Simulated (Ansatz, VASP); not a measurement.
## Ge71P (amorphous Ge at 4.34 g/cm^3): VASP beside Ansatz

Wanted: the spread between two codes on one cell, functional and k mesh. Of the first pair: The structure shown is the start of the Ansatz relaxation below; VASP solves that cell, so the two are compared at the walk's first step.

Method: plane waves, with VASP 6.6.1 beside it; single point at PBE, in Ansatz 0.2.0.

## (1) Set-up

The cell holds 72 atoms: 71 Ge and 1 P. Its edges and angles: a = 12.598 Å, b = 12.598 Å, c = 12.598 Å, α = 90.0°, β = 90.0°, γ = 90.0°. It derives from Ge (amorphous Ge at 4.34 g/cm^3). As first built, before any earlier steps moved the atoms (in the runner's words): 72 atoms (72 Ge) placed at random at 4.34 g/cm^3, melted at 3500 K for 10 ps at fixed volume with the Tersoff potential (Tersoff, Phys. Rev. B 39, 5566 (1989)). Quenched from 3500 K to 300 K at 20 K/ps and fixed volume, annealed at 800 K for 20 ps, held 5 ps, then minimised at fixed cell. Nearest the centre at fractional (0.911, 0.823, 0.859): P72 at 0.00 Å, Ge20 at 2.45 Å, Ge27 at 2.47 Å, Ge22 at 2.49 Å, Ge3 at 2.50 Å, Ge60 at 3.33 Å, Ge18 at 3.72 Å, Ge12 at 3.83 Å.

## (2) Ansatz: relaxation, PBE

Ansatz runs on its default PAW (the set named soft_2) files.

The two programs are compared at the cell with which this relaxation starts, whose forces are those of its first step.

input.yaml

```yaml
crystal:
  lattice:
    - [12.598, 0.0, 0.0]
    - [0.0, 12.598, 0.0]
    - [0.0, 0.0, 12.598]
  atoms:
    - { symbol: Ge, position: [0.236, 0.46324, 0.33875] }
    - { symbol: Ge, position: [0.61219, 0.66643, 0.11292] }
    - { symbol: Ge, position: [0.96774, 0.91581, 0.02484], spin: 0.6 }
    - { symbol: Ge, position: [0.06775, 0.19265, 0.02608] }
    - { symbol: Ge, position: [0.1372, 0.69082, 0.59347] }
    - { symbol: Ge, position: [0.15397, 0.88966, 0.61453] }
    - { symbol: Ge, position: [0.70349, 0.1617, 0.68169] }
    - { symbol: Ge, position: [0.63966, 0.57109, 0.38463] }
    - { symbol: Ge, position: [0.9918, 0.19596, 0.32553] }
    - { symbol: P, position: [0.91135, 0.8229, 0.85923], spin: 0.6 }
    - { symbol: Ge, position: [0.01589, 0.3669, 0.92872] }
    - { symbol: Ge, position: [0.69424, 0.74921, 0.46256] }
    - { symbol: Ge, position: [0.71689, 0.71128, 0.65382] }
    - { symbol: Ge, position: [0.91498, 0.36827, 0.38965] }
    - { symbol: Ge, position: [0.04045, 0.51096, 0.36174] }
    - { symbol: Ge, position: [0.9227, 0.51397, 0.19034] }
    - { symbol: Ge, position: [0.64107, 0.95044, 0.0504] }
    - { symbol: Ge, position: [0.55229, 0.46692, 0.04149] }
    - { symbol: Ge, position: [0.63249, 0.77625, 0.94505] }
    - { symbol: Ge, position: [0.96527, 0.63686, 0.5033] }
    - { symbol: Ge, position: [0.7304, 0.84647, 0.79157], spin: 0.6 }
    - { symbol: Ge, position: [0.82026, 0.993, 0.13158] }
    - { symbol: Ge, position: [0.99416, 0.9406, 0.72337], spin: 0.6 }
    - { symbol: Ge, position: [0.51661, 0.7276, 0.64659] }
    - { symbol: Ge, position: [0.27909, 0.58407, 0.49379] }
    - { symbol: Ge, position: [0.72878, 0.21856, 0.87285] }
    - { symbol: Ge, position: [0.15516, 0.63959, 0.7865] }
    - { symbol: Ge, position: [0.97706, 0.63907, 0.87996], spin: 0.6 }
    - { symbol: Ge, position: [0.54784, 0.85198, 0.19519] }
    - { symbol: Ge, position: [0.28796, 0.00069, 0.3461] }
    - { symbol: Ge, position: [0.77291, 0.6359, 0.23353] }
    - { symbol: Ge, position: [0.89352, 0.09379, 0.63762] }
    - { symbol: Ge, position: [0.88069, 0.76008, 0.35353] }
    - { symbol: Ge, position: [0.25876, 0.02714, 0.91348] }
    - { symbol: Ge, position: [0.04776, 0.61752, 0.0635] }
    - { symbol: Ge, position: [0.6123, 0.9098, 0.37507] }
    - { symbol: Ge, position: [0.178, 0.47468, 0.99665] }
    - { symbol: Ge, position: [0.11398, 0.93276, 0.42515] }
    - { symbol: Ge, position: [0.94489, 0.04714, 0.44424] }
    - { symbol: Ge, position: [0.90626, 0.17443, 0.14255] }
    - { symbol: Ge, position: [0.25155, 0.85982, 0.03418] }
    - { symbol: Ge, position: [0.27425, 0.48044, 0.82071] }
    - { symbol: Ge, position: [0.29896, 0.30513, 0.44685] }
    - { symbol: Ge, position: [0.47743, 0.69701, 0.8407] }
    - { symbol: Ge, position: [0.74418, 0.42907, 0.48864] }
    - { symbol: Ge, position: [0.46111, 0.03386, 0.45464] }
    - { symbol: Ge, position: [0.60522, 0.00047, 0.75185] }
    - { symbol: Ge, position: [0.48908, 0.23718, 0.39455] }
    - { symbol: Ge, position: [0.3036, 0.92523, 0.7415] }
    - { symbol: Ge, position: [0.47435, 0.49794, 0.85501] }
    - { symbol: Ge, position: [0.5011, 0.42727, 0.65954] }
    - { symbol: Ge, position: [0.80817, 0.94808, 0.33002] }
    - { symbol: Ge, position: [0.87498, 0.4801, 0.82436] }
    - { symbol: Ge, position: [0.29273, 0.76398, 0.86339] }
    - { symbol: Ge, position: [0.936, 0.19508, 0.82348] }
    - { symbol: Ge, position: [0.39097, 0.12033, 0.05451] }
    - { symbol: Ge, position: [0.29683, 0.42091, 0.14936] }
    - { symbol: Ge, position: [0.83264, 0.54352, 0.63235] }
    - { symbol: Ge, position: [0.19952, 0.17908, 0.32726] }
    - { symbol: Ge, position: [0.23475, 0.22845, 0.13763] }
    - { symbol: Ge, position: [0.05775, 0.04057, 0.89355] }
    - { symbol: Ge, position: [0.57324, 0.0959, 0.93003] }
    - { symbol: Ge, position: [0.46691, 0.92322, 0.62885] }
    - { symbol: Ge, position: [0.37233, 0.94475, 0.1675] }
    - { symbol: Ge, position: [0.60959, 0.29166, 0.5555] }
    - { symbol: Ge, position: [0.87216, 0.36135, 0.07292] }
    - { symbol: Ge, position: [0.3012, 0.42282, 0.62151] }
    - { symbol: Ge, position: [0.72277, 0.4064, 0.94746] }
    - { symbol: Ge, position: [0.4769, 0.30743, 0.16211] }
    - { symbol: Ge, position: [0.47793, 0.57832, 0.52068] }
    - { symbol: Ge, position: [0.09148, 0.75896, 0.32904] }
    - { symbol: Ge, position: [0.08848, 0.80167, 0.12888] }
magnetization:
  spin_polarized: true
kpoints:
  mp_grid: { grid: [1, 1, 1] }
hamiltonian:
  xc: pbe
scf:
  occupations: { method: fermi_dirac, width: 0.025 }
  lower_state_search: "off"
output:
  forces: true
  eigenvalues: true
relax:
  f_tol: 0.05
  max_steps: 90
```

The run is started by

```bash
$ ansatz run input.yaml --threads 8 --pin off --max-ram 15872MiB --backend cpu --events-out ev --progress --plain --runs-dir out
```

Numbers of over 12 decimals in the logs are rounded to 6 here.

The log of the run:

```text
Engine: ansatz 0.2.0, x86_64-unknown-linux-gnu
Pseudopotentials: kind: paw
Pseudopotential: Ge, paw, valence charge 14, recommended cutoff 420 eV (normal), Ge.paw.azcp
Pseudopotential: P, paw, valence charge 5, recommended cutoff 420 eV (normal), P.paw.azcp
Functional definition: PBE
  parameter kappa = 0.804
  parameter beta = 0.066725
  exchange = pbe_x(kappa = kappa, mu = beta*pi^2/3)
  correlation = pbe_c(beta = beta)
Crystal: 72 atoms, lattice volume = 1999.424 Å³
Basis set: ecut = 420 eV, 39127 PW (Γ), exchange–correlation on 180×180×180 points (8 copies of the dense FFT grid, shifted against one another)
Bands: 602, of which v1, the nominal top of the filled ones, is band 500 counted from 1 (499 counted from 0)
Symmetry: 1 space group operations
Space group: P1 (ITA 1), of the structure as read, at distance tolerance 1.3e-4 Å
Magnetic group: BNS 1.1 (UNI 1), of the structure as read, at distance tolerance 1.3e-4 Å
k-points: 1
Non-local potential: Ge, projectors of the file, l = 0: 2, l = 1: 2, l = 2: 3, l = 3: 1
Non-local potential: P, projectors of the file, l = 0: 2, l = 1: 2, l = 2: 2
PAW form: soft (Blöchl's): semilocal exchange-correlation on the pseudo side does not see the compensation charge
PAW one-centre angular grid: Ge, 590 points (default); XC on 64 Gauss nodes
PAW one-centre angular grid: P, 110 points (default); XC on 64 Gauss nodes
Initial density: superposition of atomic densities (chi_scale 0.1, normalization cell)
Starting moments: Σ|m| = 3 μB on 5 of 72 sites
Initial wavefunctions: pseudopotential atomic-orbital guess
Functional: x = pbe(κ = 0.804, μ = 0.219515), c = pbe(β = 0.066725)
iter 1 solved again at ethr=1.69e-3 eV; its pass at ethr=3.10e-3 eV (dr2=1.69e1 eV) is discarded
SCF iter   1: F=—  HF=-305684.312518 eV  |F-HF|=—  |Δ(HF+E_count)|=         —  Δρ=1.81e-2 (↑1.76e-2 ↓1.81e-2)  dr2=1.69e1  dr2_m=2.85e0  M=0.148 μB ∫|m|=0.423 μB  β_m=0.30  ethr=1.69e-3  ⟨swp⟩=2.0  Hψ=5809  notcnv=0
preconditioner: auto → Kerker (q_TF=auto, 2.430 Å⁻¹)  [metal: Δε(μ)=0.014 eV  Ē_g=21.725 eV  σ=0.025 eV  W_gap=0.14  n_scr=460 (ndim 8)  ℏωp=26.2 eV  f_vac=0.131  D(μ)=21.19/eV (n_scr^D=80)]
spin=Collinear: Kerker preconditioning applied to the charge; magnetization (m = ρ↑ − ρ↓) channel mixes plain (no charge-response kernel on spin).
SCF iter   2: F=—  HF=-305683.759351 eV  |F-HF|=—  |Δ(HF+E_count)|=   5.53e-1  Δρ=1.37e-2 (↑1.32e-2 ↓1.37e-2)  dr2=1.17e1  dr2_m=1.42e0  M=0.124 μB ∫|m|=0.339 μB  β_m=0.30  ethr=1.69e-3  ⟨swp⟩=1.0  Hψ=1204  notcnv=0
SCF iter   3: F=—  HF=-305681.863246 eV  |F-HF|=—  |Δ(HF+E_count)|=    1.90e0  Δρ=6.72e-3 (↑6.58e-3 ↓6.72e-3)  dr2=1.38e0  dr2_m=7.03e-1  M=0.105 μB ∫|m|=0.280 μB  β_m=0.30  ethr=1.18e-3  ⟨swp⟩=5.0  Hψ=1638  notcnv=0
SCF iter   4: F=—  HF=-305681.860747 eV  |F-HF|=—  |Δ(HF+E_count)|=   2.50e-3  Δρ=4.79e-3 (↑4.79e-3 ↓4.75e-3)  dr2=9.26e-1  dr2_m=3.49e-1  M=0.091 μB ∫|m|=0.228 μB  β_m=0.30  ethr=1.38e-4  ⟨swp⟩=2.0  Hψ=1428  notcnv=0  defer=172
SCF iter   5: F=—  HF=-305681.909015 eV  |F-HF|=—  |Δ(HF+E_count)|=   4.83e-2  Δρ=3.35e-3 (↑3.35e-3 ↓3.11e-3)  dr2=2.54e-1  dr2_m=1.74e-1  M=0.079 μB ∫|m|=0.187 μB  β_m=0.30  ethr=9.27e-5  ⟨swp⟩=2.0  Hψ=2064  notcnv=0  defer=172
SCF iter   6: F=—  HF=-305681.912249 eV  |F-HF|=—  |Δ(HF+E_count)|=   3.23e-3  Δρ=2.42e-3 (↑2.18e-3 ↓2.42e-3)  dr2=1.21e-1  dr2_m=8.65e-2  M=0.070 μB ∫|m|=0.156 μB  β_m=0.30  ethr=2.54e-5  ⟨swp⟩=2.0  Hψ=2064  notcnv=0  defer=172
SCF iter   7: F=—  HF=-305681.958236 eV  |F-HF|=—  |Δ(HF+E_count)|=   4.60e-2  Δρ=1.75e-3 (↑1.55e-3 ↓1.75e-3)  dr2=7.39e-2  dr2_m=4.31e-2  M=0.063 μB ∫|m|=0.132 μB  β_m=0.30  ethr=1.21e-5  ⟨swp⟩=2.0  Hψ=1210  notcnv=0  defer=172
Mixer restart at iter 7: flushing history
spin-set hold released at iteration 7 (site moments contracting): the magnetisation degrees of freedom join the quasi-Newton model from the next iteration; the mixer history was flushed
SCF iter   8: F=—  HF=-305681.966626 eV  |F-HF|=—  |Δ(HF+E_count)|=   8.39e-3  Δρ=1.22e-3 (↑1.14e-3 ↓1.22e-3)  dr2=6.24e-2  dr2_m=2.15e-2  M=0.056 μB ∫|m|=0.114 μB  β_m=0.62  ethr=7.40e-6  ⟨swp⟩=2.0  Hψ=1149  notcnv=0  defer=172
SCF iter   9: F=—  HF=-305681.999737 eV  |F-HF|=—  |Δ(HF+E_count)|=   3.31e-2  Δρ=2.64e-4 (↑2.51e-4 ↓2.64e-4)  dr2=3.47e-2  dr2_m=1.53e-4  M=0.037 μB ∫|m|=0.060 μB  β_m=0.66  ethr=6.24e-6  ⟨swp⟩=2.0  Hψ=1366  notcnv=0  defer=172
SCF iter  10: F=—  HF=-305682.011618 eV  |F-HF|=—  |Δ(HF+E_count)|=   1.19e-2  Δρ=1.84e-4 (↑1.79e-4 ↓1.84e-4)  dr2=2.32e-2  dr2_m=9.89e-5  M=0.027 μB ∫|m|=0.038 μB  β_m=0.83  ethr=3.47e-6  ⟨swp⟩=2.0  Hψ=1144  notcnv=0  defer=172
SCF iter  11: F=—  HF=-305682.027348 eV  |F-HF|=—  |Δ(HF+E_count)|=   1.57e-2  Δρ=9.36e-5 (↑9.36e-5 ↓9.35e-5)  dr2=3.39e-3  dr2_m=1.92e-5  M=-0.001 μB ∫|m|=0.015 μB  β_m=0.91  ethr=2.32e-6  ⟨swp⟩=2.0  Hψ=1354  notcnv=0  defer=172
[...]
--- Relaxed structure (7 steps of the walk, 7 accepted, 0 SCFs on fresh bases) ---
  F+E_penalty+E_count = -305682.24611393 eV   max|allowed force component| = 4.301e-2 eV/Å
  atoms:
    - { symbol: Ge, position: [0.242392, 0.466571, 0.337411] }
    - { symbol: Ge, position: [0.605269, 0.660003, 0.123396] }
    - { symbol: Ge, position: [0.965898, 0.911351, 0.016749] }
    - { symbol: Ge, position: [0.083765, 0.202728, 0.021863] }
    - { symbol: Ge, position: [0.138481, 0.687901, 0.597164] }
    - { symbol: Ge, position: [0.152492, 0.885906, 0.617334] }
    - { symbol: Ge, position: [0.701642, 0.159871, 0.678366] }
    - { symbol: Ge, position: [0.640496, 0.575285, 0.386409] }
    - { symbol: Ge, position: [0.991230, 0.197253, 0.321741] }
    - { symbol: P, position: [0.914511, 0.822655, 0.851267] }
    - { symbol: Ge, position: [0.00851736, 0.368292, 0.920096] }
    - { symbol: Ge, position: [0.696384, 0.755135, 0.460945] }
    - { symbol: Ge, position: [0.720042, 0.709464, 0.649268] }
    - { symbol: Ge, position: [0.917914, 0.370032, 0.389195] }
    - { symbol: Ge, position: [0.045794, 0.512229, 0.361164] }
    - { symbol: Ge, position: [0.919338, 0.505396, 0.193153] }
    - { symbol: Ge, position: [0.640295, 0.946762, 0.053248] }
    - { symbol: Ge, position: [0.541241, 0.461284, 0.040912] }
    - { symbol: Ge, position: [0.634516, 0.769433, 0.953546] }
    - { symbol: Ge, position: [0.968907, 0.637486, 0.502671] }
    - { symbol: Ge, position: [0.733022, 0.832914, 0.797514] }
    - { symbol: Ge, position: [0.821819, 0.989695, 0.128936] }
    - { symbol: Ge, position: [0.994017, 0.944964, 0.726244] }
    - { symbol: Ge, position: [0.518886, 0.727863, 0.650239] }
    - { symbol: Ge, position: [0.280113, 0.583880, 0.496734] }
[...]
- { symbol: Ge, position: [0.609491, 0.291621, 0.555331] }
    - { symbol: Ge, position: [0.869674, 0.355353, 0.068197] }
    - { symbol: Ge, position: [0.302873, 0.422625, 0.622449] }
    - { symbol: Ge, position: [0.717634, 0.406716, 0.945876] }
    - { symbol: Ge, position: [0.468278, 0.292545, 0.158742] }
    - { symbol: Ge, position: [0.479241, 0.579451, 0.523955] }
    - { symbol: Ge, position: [0.089508, 0.760608, 0.329196] }
    - { symbol: Ge, position: [0.085906, 0.798598, 0.127318] }
```

The column dr2 measures how far the density is from self-consistency, as an energy; F and HF (Harris–Foulkes) agree once it is small.

## (3) VASP: single point, PBE, start cell, pair 1

The same cell, functional, mesh and smearing now go to VASP, with its own data sets.

Lines of VASP's logs that name or quote its potential files are left out, and so is its time.

INCAR

```
SYSTEM = Ge71P
PREC = Accurate
ENCUT = 410
EDIFF = 1E-06
NELM = 200
ISMEAR = -1
SIGMA = 0.025
LREAL = Auto
ALGO = Normal
GGA = PE
NBANDS = 584
ISPIN = 2
MAGMOM = -0 -0 -0 -0 0 0 -0 -0 -0 0 -0 0 -0 -0 0 -0 -0 -0 -0 -0 -0 0 -0 0 -0 -0 -0 -0 -0 -0 -0 -0 -0 -0 -0 -0 -0 -0 -0 -0 -0 -0 -0 -0 -0 0 -0 -0 -0 -0 -0 -0 -0 -0 -0 -0 -0 -0 -0 0 -0 -0 -0 -0 -0 -0 -0 -0 -0 -0 -0 0
LORBIT = 11
LWAVE = .FALSE.
LCHARG = .FALSE.
ISIF = 2
LASPH = .TRUE.
GGA_COMPAT = .FALSE.
NCORE = 2
```

POSCAR

```
Ge71P
1.0
   12.5980000000      0.0000000000      0.0000000000
    0.0000000000     12.5980000000      0.0000000000
    0.0000000000      0.0000000000     12.5980000000
Ge P
71 1
Direct
    0.2359977774      0.4632401969      0.3387521829
    0.6121924115      0.6664311796      0.1129226861
    0.9677409113      0.9158120337      0.0248372758
    0.0677488490      0.1926496269      0.0260835053
    0.1371963804      0.6908239403      0.5934672170
    0.1539688839      0.8896570884      0.6145261153
    0.7034926179      0.1617002699      0.6816875695
    0.6396570884      0.5710906493      0.3846324813
    0.9918002858      0.1959596761      0.3255278616
    0.0158914113      0.3668995079      0.9287188443
    0.6942371805      0.7492062232      0.4625575488
    0.7168915701      0.7112795682      0.6538180664
    0.9149785680      0.3682727417      0.3896491507
    0.0404508652      0.5109620575      0.3617399587
    0.9227020162      0.5139704715      0.1903397365
    0.6410700111      0.9504365772      0.0503968884
    0.5522860772      0.4669233212      0.0414907128
    0.6324892840      0.7762501984      0.9450468328
    0.9652722654      0.6368629941      0.5033021114
    0.7304016511      0.8464676933      0.7915700905
    0.8202571837      0.9929988887      0.1315764407
    0.9941578028      0.9406016828      0.7233687887
    0.5166137482      0.7275996190      0.6465867598
    0.2790919194      0.5840688998      0.4937926655
    0.7287823464      0.2185585013      0.8728528338
    0.1551595491      0.6395935863      0.7864978568
    0.9770598508      0.6390696936      0.8799571361
    0.5478409271      0.8519765042      0.1951897127
    0.2879584061      0.0006905858      0.3461025560
    0.7729083982      0.6359025242      0.2335291316
    0.8935227814      0.0937926655      0.6376170821
    0.8806874107      0.7600809652      0.3535323067
    0.2587632958      0.0271392284      0.9134783299
    0.0477615495      0.6175186538      0.0635021432
    0.6123035402      0.9098031434      0.3750674710
    0.1779965074      0.4746785204      0.9966502619
    0.1139784093      0.9327591681      0.4251468487
    0.9448880775      0.0471424036      0.4442371805
    0.9062628989      0.1744324496      0.1425464359
    0.2515478647      0.8598190189      0.0341800286
    0.2742498809      0.4804413399      0.8207096365
    0.2989601524      0.3051277981      0.4468487061
    0.4774329259      0.6970074615      0.8406969360
    0.7441816161      0.4290681060      0.4886410541
    0.4611128751      0.0338625179      0.4546435942
    0.6052230513      0.0004683283      0.7518494999
    0.4890776314      0.2371805048      0.3945467535
    0.3036037466      0.9252262264      0.7414986506
    0.4743530719      0.4979361803      0.8550087315
    0.5011033497      0.4272662327      0.6595411970
    0.8081679632      0.9480790602      0.3300206382
    0.8749801556      0.4801000159      0.8243610097
    0.2927290046      0.7639784093      0.8633910144
    0.9359977774      0.1950785839      0.8234799174
    0.3909668201      0.1203286236      0.0545086522
    0.2968328306      0.4209080806      0.1493570408
    0.8326401016      0.5435227814      0.6323464042
    0.1995237339      0.1790760438      0.3272582950
    0.2347515479      0.2284489602      0.1376329576
    0.0577472615      0.0405699317      0.8935465947
    0.5732417844      0.0958961740      0.9300285760
    0.4669074456      0.9232179711      0.6288537863
    0.3723289411      0.9447531354      0.1675027782
    0.6095888236      0.2916574059      0.5555008732
    0.8721622480      0.3613510081      0.0729163359
    0.3011986030      0.4228210827      0.6215113510
    0.7227734561      0.4063978409      0.9474599143
    0.4769010954      0.3074297508      0.1621130338
    0.4779330052      0.5783219559      0.5206778854
    0.0914827750      0.7589617400      0.3290363550
    0.0884822988      0.8016669313      0.1288775996
    0.9113510081      0.8229004604      0.8592316241
```

KPOINTS

```
Automatic mesh
0
Gamma
1 1 1
0 0 0
```

PAW data sets: Ge_d and P (PBE family, release 64).

The run is started by

```bash
$ mpirun -np 8 vasp_gam
```

The log of the run:

```text
[banner, memory and clock lines left out]
running    8 mpi-ranks, on    1 nodes
[...]
LDA part: xc-table for (Slater+PW92), standard interpolation
 POSCAR, INCAR and KPOINTS ok, starting setup
[...]
entering main loop
       N       E                     dE             d eps       ncg     rms          rms(c)
DAV:   1     0.186820190958E+05    0.18682E+05   -0.37348E+05  2408   0.454E+03
DAV:   2     0.425651482671E+04   -0.14426E+05   -0.13979E+05  2344   0.104E+03
DAV:   3     0.509184165116E+03   -0.37473E+04   -0.35882E+04  2424   0.289E+02
DAV:   4    -0.236696642670E+03   -0.74588E+03   -0.69023E+03  2680   0.123E+02
[...]
DAV:  18    -0.308634528188E+03   -0.26488E-05   -0.14645E-05  2416   0.294E-02    0.186E-03
DAV:  19    -0.308634529905E+03   -0.17167E-05   -0.13147E-05  2192   0.131E-02    0.160E-03
DAV:  20    -0.308634530217E+03   -0.31217E-06   -0.25780E-06  1808   0.113E-02
   1 F= -.30863453E+03 E0= -.30861453E+03  d E =-.399932E-01  mag=     0.0004
```

Parts of OUTCAR (step 3):

```text
  FREE ENERGIE OF THE ION-ELECTRON SYSTEM (eV)
  ---------------------------------------------------
  free  energy   TOTEN  =      -308.6345302168 eV

  energy  without entropy=     -308.5945370435  energy(sigma->0) =     -308.61453363

 magnetization (x)
# of ion       s       p       d       tot
------------------------------------------
    1        0.000   0.000  -0.000   0.000
    2        0.000  -0.000   0.000   0.000
    3        0.000  -0.000   0.000   0.000
    4        0.000   0.000   0.000   0.000
    5        0.000   0.000   0.000   0.000
    6       -0.000   0.000   0.000   0.000
    7       -0.000  -0.000   0.000  -0.000
    8        0.000   0.000   0.000   0.000
    9        0.000  -0.000   0.000   0.000
   10        0.000  -0.000   0.000  -0.000
   11        0.000  -0.000   0.000  -0.000
   12       -0.000   0.000  -0.000   0.000
   13        0.000   0.000   0.000   0.000
[...]
--------------------------------------------------
tot          0.000   0.000   0.000   0.000

[... 1 further part left out ...]
```

This run allows spin, but its moments start at zero, where symmetry between the spins tends to hold them. Its electron count is odd, so without a moment it is a metal by construction.

## (4) Differences

Known differences besides the potentials themselves: the cutoff is 420 eV in Ansatz and 410 eV in VASP (PREC = Accurate, projectors in real space). Total energies have different zeros and are not compared.

Forces on 9 of the 72 atoms, those with the largest forces and the largest differences (eV/Å; atoms numbered as in POSCAR):

```csv
atom,"Ansatz x, y, z","VASP x, y, z"
Ge3,"-0.094, -0.138, -0.454","-0.095, -0.138, -0.455"
Ge11,"0.082, 0.043, -0.043","0.083, 0.046, -0.037"
Ge13,"-0.109, -0.013, 0.022","-0.103, -0.010, 0.021"
Ge20,"0.443, -0.330, 0.163","0.448, -0.336, 0.164"
Ge22,"-0.224, -0.156, 0.515","-0.227, -0.158, 0.517"
Ge27,"-0.096, 0.412, 0.093","-0.099, 0.411, 0.098"
Ge46,"0.034, 0.223, 0.004","0.036, 0.223, 0.002"
Ge52,"-0.162, -0.118, -0.109","-0.161, -0.114, -0.110"
P72,"0.037, 0.198, -0.299","0.036, 0.199, -0.301"
```

The forces differ by 2.1 meV/Å r.m.s., which is 2.3 % of the r.m.s. force of 0.095 eV/Å (both taken over all components). Moments aren't recorded for both runs of this pair, so they may hold unlike magnetic states.

(Continued in part 2 of 2.)

[Lines on the potential files, build, host, timing and source positions are cut from VASP's logs without a mark.]

[Logs are printed without paths, hosts, clocks, repeated set-up lines and the standing remarks that a program may print on its own settings, such as how far it seeks lower states.]

[Hosts, paths, dates, database ids (printed as entryN), source tags and the programs' standing remarks are cut or masked in the printed files.]
